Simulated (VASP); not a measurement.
# Na3Li (Pm-3m) in VASP: single point with PBE

Aim: the single point of Na3Li with PBE.

All numbers are computed with VASP 6.6.1; they aren't measurements. Logs are shortened: lines on timing, memory, paths and dates and some standing lists are left out, and cuts for length are marked.

### Step 1. Starting point

It takes space group Pm-3m (No. 221, cubic). The conventional cell has a = 4.407 Å, b = 4.407 Å, c = 4.407 Å, α = 90.00°, β = 90.00°, γ = 90.00°. Na (site symmetry 4/mmm) has 8 Na at 3.12 Å and 4 Li at 3.12 Å as nearest neighbours. Around Li (site symmetry m-3m) lie 12 Na at 3.12 Å.

The cell comes from a database or a generator and needn't be the stable form of this composition.

### Step 2. Single point, PBE

File INCAR:

```
SYSTEM = Na3Li
PREC = Accurate
ENCUT = 520
EDIFF = 1E-6
ISMEAR = 0
SIGMA = 0.1
LREAL = .FALSE.
LASPH = .TRUE.
NELM = 100
ALGO = Normal
ISIF = 2
LWAVE = .FALSE.
LCHARG = .FALSE.
GGA = PE
NBANDS = 20
```

File KPOINTS:

```
regular mesh
0
G
  4 4 4
  0 0 0
```

File POSCAR:

```
Na3Li
1.0
    4.4072490818      0.0000000000      0.0000000000
    0.0000000000      4.4072490818      0.0000000000
    0.0000000000      0.0000000000      4.4072490818
Na Li
3 1
Direct
    0.0000000000      0.5000000000      0.5000000000
    0.5000000000      0.0000000000      0.5000000000
    0.5000000000      0.5000000000      0.0000000000
    0.0000000000      0.0000000000      0.0000000000
```

Potentials or basis: VASP PAW PBE potentials, release 64 (Na_pv, Li_sv).

Run with:

```sh
$ cat potpaw_PBE.64/Na_pv/POTCAR potpaw_PBE.64/Li_sv/POTCAR > POTCAR
$ mpirun -np 1 vasp_std > vasp.out
```

OUTCAR:

```text
SYSTEM = Na3Li
   PREC = Accurate
   ENCUT = 520
   EDIFF = 1E-6
   ISMEAR = 0
   LREAL = .FALSE.
   LASPH = .TRUE.
   NELM = 100
   ISIF = 2
   GGA = PE

 ion  position               nearest neighbor table
   1  0.000  0.500  0.500-
   2  0.500  0.000  0.500-
   3  0.500  0.500  0.000-
   4  0.000  0.000  0.000-

  LATTYP: Found a simple cubic cell.
 ALAT       =     4.4072490818

  Lattice vectors:

 A1 = (   4.4072490818,   0.0000000000,   0.0000000000)
 A2 = (   0.0000000000,   4.4072490818,   0.0000000000)
 A3 = (   0.0000000000,   0.0000000000,   4.4072490818)

Analysis of symmetry for initial positions (statically):
=====================================================================
 Subroutine PRICEL returns:
 Original cell was already a primitive cell.

 Routine SETGRP: Setting up the symmetry group for a
 simple cubic supercell.

 Subroutine GETGRP returns: Found 48 space group operations
 (whereof 48 operations were pure point group operations)
 out of a pool of 48 trial point group operations.

The static configuration has the point symmetry O_h .

Analysis of symmetry for dynamics (positions and initial velocities):
=====================================================================
 Subroutine PRICEL returns:
 Original cell was already a primitive cell.

 Routine SETGRP: Setting up the symmetry group for a
 simple cubic supercell.

 Subroutine GETGRP returns: Found 48 space group operations
 (whereof 48 operations were pure point group operations)
 out of a pool of 48 trial point group operations.

The dynamic configuration has the point symmetry O_h .

 Subroutine INISYM returns: Found 48 space group operations
 (whereof 48 operations are pure point group operations),
 and found     1 'primitive' translations

----------------------------------------------------------------------------------------

                                     Primitive cell

  volume of cell :      85.6057

  direct lattice vectors                    reciprocal lattice vectors
     4.407249082  0.000000000  0.000000000     0.226898907  0.000000000  0.000000000
     0.000000000  4.407249082  0.000000000     0.000000000  0.226898907  0.000000000
     0.000000000  0.000000000  4.407249082     0.000000000  0.000000000  0.226898907

  length of vectors
     4.407249082  4.407249082  4.407249082     0.226898907  0.226898907  0.226898907

  position of ions in fractional coordinates (direct lattice)
     0.000000000  0.500000000  0.500000000
     0.500000000  0.000000000  0.500000000
     0.500000000  0.500000000  0.000000000
     0.000000000  0.000000000  0.000000000

  ion indices of the primitive-cell ions
   primitive index   ion index
                 1           1
                 2           2
                 3           3
                 4           4

----------------------------------------------------------------------------------------

 KPOINTS: regular mesh

Automatic generation of k-mesh.
 Grid dimensions read from file:
 generate k-points for:    4    4    4

 Generating k-lattice:

  Cartesian coordinates                     Fractional coordinates (reciprocal lattice)
     0.056724727  0.000000000  0.000000000     0.250000000  0.000000000  0.000000000
     0.000000000  0.056724727  0.000000000     0.000000000  0.250000000  0.000000000
     0.000000000  0.000000000  0.056724727     0.000000000  0.000000000  0.250000000

  Length of vectors
     0.056724727  0.056724727  0.056724727

  Shift w.r.t. Gamma in fractional coordinates (k-lattice)
     0.000000000  0.000000000  0.000000000

 Subroutine IBZKPT returns following result:
 ===========================================

 Found     10 irreducible k-points:

 Following reciprocal coordinates:
            Coordinates               Weight
  0.000000  0.000000  0.000000      1.000000
  0.250000  0.000000  0.000000      6.000000
  0.500000  0.000000  0.000000      3.000000
  0.250000  0.250000  0.000000     12.000000
  0.500000  0.250000  0.000000     12.000000
  0.500000  0.500000  0.000000      3.000000
  0.250000  0.250000  0.250000      8.000000
  0.500000  0.250000  0.250000     12.000000
  0.500000  0.500000  0.250000      6.000000
  0.500000  0.500000  0.500000      1.000000
   k-points           NKPTS =     10   k-points in BZ     NKDIM =     10   number of bands    NBANDS=     20
   number of dos      NEDOS =    301   number of ions     NIONS =      4
   total plane-waves  NPLWV =  46656
   dimension x,y,z NGX =    36 NGY =   36 NGZ =   36
   dimension x,y,z NGXF=    72 NGYF=   72 NGZF=   72
   ions per type =               3   1
   NGX,Y,Z   is equivalent  to a cutoff of  13.58, 13.58, 13.58 a.u.
   NGXF,Y,Z  is equivalent  to a cutoff of  27.16, 27.16, 27.16 a.u.
 SYSTEM =  Na3Li
   PREC   = accura    normal or accurate (medium, high low for compatibility)
   ISTART =      0    job   : 0-new  1-cont  2-samecut
   ICHARG =      2    charge: 1-file 2-atom 10-const
   ISPIN  =      1    spin polarized calculation?
   LNONCOLLINEAR =      F non collinear calculations
   LSORBIT =      F    spin-orbit coupling
   LASPH  =      T    aspherical Exc in radial PAW
   ENCUT  =  520.0 eV  38.22 Ry    6.18 a.u.   8.19  8.19  8.19*2*pi/ulx,y,z
   NELM   =    100;   NELMIN=  2; NELMDL= -5     # of ELM steps
   EDIFF  = 0.1E-05   stopping-criterion for ELM
   LREAL  =      F    real-space projection
   EDIFFG = 0.1E-04   stopping-criterion for IOM
   NSW    =      0    number of steps for IOM
   IBRION =     -1    ionic relax: 0-MD 1-quasi-New 2-CG
   NFREE  =      0    steps in history (QN), initial steepest desc. (CG)
   ISIF   =      2    stress and relaxation
   ISYM   =      2    0-nonsym 1-usesym 2-fastsym
   POTIM  = 0.5000    time-step for ionic-motion
   TEBEG  =    0.0;   TEEND  =   0.0 temperature during run
   PSTRESS=    0.0 pullay stress
   NELECT =      24.0000    total number of electrons
   NUPDOWN=      -1.0000    fix difference up-down
   EMIN   =  10.00;   EMAX   =-10.00  energy-range for DOS
   EFERMI =   0.00;   METHOD = LEGACY
   ISMEAR =     0;   SIGMA  =   0.10  broadening in eV -4-tet -1-fermi 0-gaus
   EFERMI_NEDOS =   21; number of points for ismear=-14 and -15
   IALGO  =     38    algorithm
   IMIX   =      4    mixing-type and parameters
     AMIX     =   0.40;   BMIX     =  1.00
     AMIX_MAG =   1.60;   BMIX_MAG =  1.00
  volume/ion in A,a.u.               =      21.40       144.42
  Fermi-wavevector in a.u.,A,eV,Ry     =   1.071464  2.024774 15.619971  1.148035
  Thomas-Fermi vector in A             =   2.207205
   LORBIT       =      0    0 simple, 1 ext, 2 COOP (PROOUT), +10 PAW based schemes
   GGA     = PE    functional components
   LHFCALC =     F    Hartree Fock is set to
   AEXX    =    0.0000 exact exchange contribution
   IVDW    =     0    specifies the selected vdW correction
   LEPSILON=     F    determine dielectric tensor
   LRPA    =     F    only Hartree local field effects (RPA)
 non-spin polarized calculation
 Gauss-broadening in eV      SIGMA  =   0.10
  energy-cutoff  :      520.00
  volume of cell :       85.61
 maximum number of plane-waves:      2325
 NGX is ok and might be reduce to    36
   NGX = 17   NGY = 17   NGZ = 17

 number of electron      24.0000039 magnetization

 Free energy of the ion-electron system (eV)
  ---------------------------------------------------
  ext. energy  EPLUGINS =         0.00000000
  ---------------------------------------------------
  free energy    TOTEN  =        -4.78225960 eV

  energy without entropy =       -4.76811050  energy(sigma->0) =       -4.77518505

 E-fermi :   1.9887     XC(G=0):  -7.8358

 val. band max:        1.9870331765   @ k =   0.2500   0.2500   0.0000
 cond. band min:       2.2527076494   @ k =   0.2500   0.2500   0.0000
 fundamental gap:      0.2656744729
 Fermi energy:         1.9886733851

 k-point     1 :       0.0000    0.0000    0.0000
  band No.  band energies     occupation
      1     -44.9894      2.00000
      2     -22.7607      2.00000
      3     -22.7607      2.00000
      4     -22.7607      2.00000
      5     -22.6498      2.00000
      6     -22.6498      2.00000
[... 12 lines left out ...]
     19      10.4654      0.00000
     20      10.4655      0.00000

 k-point     2 :       0.2500    0.0000    0.0000
  band No.  band energies     occupation
      1     -44.9893      2.00000
      2     -22.7496      2.00000
      3     -22.7496      2.00000
      4     -22.7428      2.00000
      5     -22.6544      2.00000
      6     -22.6544      2.00000
[... 12 lines left out ...]
     19       8.5554      0.00000
     20      10.2007      0.00000

 k-point     3 :       0.5000    0.0000    0.0000
  band No.  band energies     occupation
      1     -44.9893      2.00000
      2     -22.7356      2.00000
      3     -22.7356      2.00000
      4     -22.7063      2.00000
      5     -22.6814      2.00000
      6     -22.6632      2.00000
[... 12 lines left out ...]
     19       9.6251      0.00000
     20      10.1468      0.00000

 k-point     4 :       0.2500    0.2500    0.0000
  band No.  band energies     occupation
      1     -44.9893      2.00000
      2     -22.7611      2.00000
      3     -22.7379      2.00000
      4     -22.7121      2.00000
      5     -22.6856      2.00000
      6     -22.6563      2.00000
[... 12 lines left out ...]
     19       8.9345      0.00000
     20       8.9747      0.00000

 k-point     5 :       0.5000    0.2500    0.0000
  band No.  band energies     occupation
      1     -44.9893      2.00000
      2     -22.7569      2.00000
      3     -22.7224      2.00000
      4     -22.7117      2.00000
      5     -22.6833      2.00000
      6     -22.6670      2.00000
[... 12 lines left out ...]
     19       9.6835      0.00000
     20      10.0898      0.00000

 k-point     6 :       0.5000    0.5000    0.0000
  band No.  band energies     occupation
      1     -44.9893      2.00000
      2     -22.7695      2.00000
      3     -22.7296      2.00000
      4     -22.7017      2.00000
      5     -22.6670      2.00000
      6     -22.6670      2.00000
[... 12 lines left out ...]
     19       9.1591      0.00000
     20       9.1591      0.00000

 k-point     7 :       0.2500    0.2500    0.2500
  band No.  band energies     occupation
      1     -44.9893      2.00000
      2     -22.7826      2.00000
      3     -22.7097      2.00000
      4     -22.7097      2.00000
      5     -22.6882      2.00000
      6     -22.6730      2.00000
[... 12 lines left out ...]
     19       9.7551      0.00000
     20       9.7552      0.00000

 k-point     8 :       0.5000    0.2500    0.2500
  band No.  band energies     occupation
      1     -44.9893      2.00000
      2     -22.7898      2.00000
      3     -22.7142      2.00000
      4     -22.7068      2.00000
      5     -22.6978      2.00000
      6     -22.6840      2.00000
[... 12 lines left out ...]
     19      10.2146      0.00000
     20      10.3506      0.00000

 k-point     9 :       0.5000    0.5000    0.2500
  band No.  band energies     occupation
      1     -44.9893      2.00000
      2     -22.8075      2.00000
      3     -22.7295      2.00000
      4     -22.7102      2.00000
      5     -22.7102      2.00000
      6     -22.6647      2.00000
[... 12 lines left out ...]
     19      11.7873      0.00000
     20      12.4452      0.00000

 k-point    10 :       0.5000    0.5000    0.5000
  band No.  band energies     occupation
      1     -44.9892      2.00000
      2     -22.8318      2.00000
      3     -22.7293      2.00000
      4     -22.7293      2.00000
      5     -22.7293      2.00000
      6     -22.6415      2.00000
[... 12 lines left out ...]
     19      14.9314      0.00000
     20      14.9314      0.00000

------------------------ aborting loop because EDIFF is reached ----------------------------------------

  FORCE on cell =-STRESS in cart. coord.  units (eV):
  Direction    XX          YY          ZZ          XY          YZ          ZX
  --------------------------------------------------------------------------------------
  -------------------------------------------------------------------------------------
  Total        4.3677982      4.3677982      4.3677982     -0.0000000     -0.0000000      0.0000000
  in kB       81.7467251     81.7467251     81.7467251     -0.0000000     -0.0000000      0.0000000
  external PRESSURE =      81.7467251 kB  Pullay stress =       0.0000000 kB

 VOLUME and BASIS-vectors are now :
 -----------------------------------------------------------------------------
  energy-cutoff  :      520.00
  volume of cell :       85.61
      direct lattice vectors                 reciprocal lattice vectors
     4.407249082  0.000000000  0.000000000     0.226898907  0.000000000  0.000000000
     0.000000000  4.407249082  0.000000000     0.000000000  0.226898907  0.000000000
     0.000000000  0.000000000  4.407249082     0.000000000  0.000000000  0.226898907

 POSITION                                       TOTAL-FORCE (eV/Angst)
 -----------------------------------------------------------------------------------
      0.00000      2.20362      2.20362         0.000000      0.000000      0.000000
      2.20362      0.00000      2.20362         0.000000      0.000000      0.000000
      2.20362      2.20362      0.00000         0.000000      0.000000      0.000000
      0.00000      0.00000      0.00000         0.000000      0.000000      0.000000
 -----------------------------------------------------------------------------------
    total drift:                                0.000000      0.000000      0.000000

  FREE ENERGIE OF THE ION-ELECTRON SYSTEM (eV)
  ---------------------------------------------------
  free  energy   TOTEN  =        -4.7822596008 eV

  energy  without entropy=       -4.7681105043  energy(sigma->0) =       -4.77518505
```

Wall time 9.9 s (1 thread of Intel Xeon 6975P-C (Granite Rapids), shared host); peak memory 0.19 GiB.

What came out:

```yaml
Free_energy: -4.7823 eV
Band_gap_on_the_k_mesh: none (metal or under the smearing width)
```

Levels at points of the mesh, in eV from the Fermi level:
```
           k point  band 8  band 9  band 10  band 11  band 12  band 13  band 14  band 15  band 16  band 17
(0.00, 0.00, 0.00)  -24.61  -24.61   -24.61    -4.35     2.12     2.12     2.12     2.99     3.56     3.56
(0.50, 0.00, 0.00)  -24.64  -24.62   -24.62    -2.62    -2.34     3.19     3.19     3.42     4.37     4.51
(0.50, 0.50, 0.00)  -24.65  -24.63   -24.59    -0.93    -0.93    -0.52    -0.50     4.11     5.97     6.24
(0.50, 0.50, 0.50)  -24.59  -24.59   -24.59     0.29     0.29     0.29     0.84     1.59     1.99     1.99
```

Caveat: the cutoff is under 1.25 times the usual one of these potentials, so pressure, stress and relaxed cells hold a basis-set (Pulay) error.
